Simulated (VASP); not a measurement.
Given:

```yaml
crystal:
  lattice:
    - [3.76391, 0.00000, 0.00000]
    - [-1.88196, 3.25964, 0.00000]
    - [0.00000, 0.00000, 6.35422]
  atoms:
    - { symbol: Sn, position: [0.00000, 0.00000, 0.00000] }
    - { symbol: Se, position: [0.66667, 0.33333, 0.75710] }
    - { symbol: Se, position: [0.33333, 0.66667, 0.24290] }
```

All values below come from PBE GGA, VASP's PBE PAW potentials (set 64) (plane waves; VASP 6.6.1). Run with 300 eV cut-off, 8×8×4 Γ-centred mesh, Gaussian smearing of 0.010 eV, potentials Sn_d Se.

At this cut-off the stress carries a Pulay error, which pulls relaxed volumes low.

### Question
What does the run give for the energy per atom (σ→0), pressure, largest force?

### Answer

- energy per atom (σ→0) = -3.907 eV/atom
- pressure = 6.38 GPa
- largest force = 0.871 eV/Å

Only differences to runs with the same potentials and settings are physical.

The structure comes from a computed database's SnSe2 entry; how it stands against other phases isn't given here. The cell was not relaxed at this level.
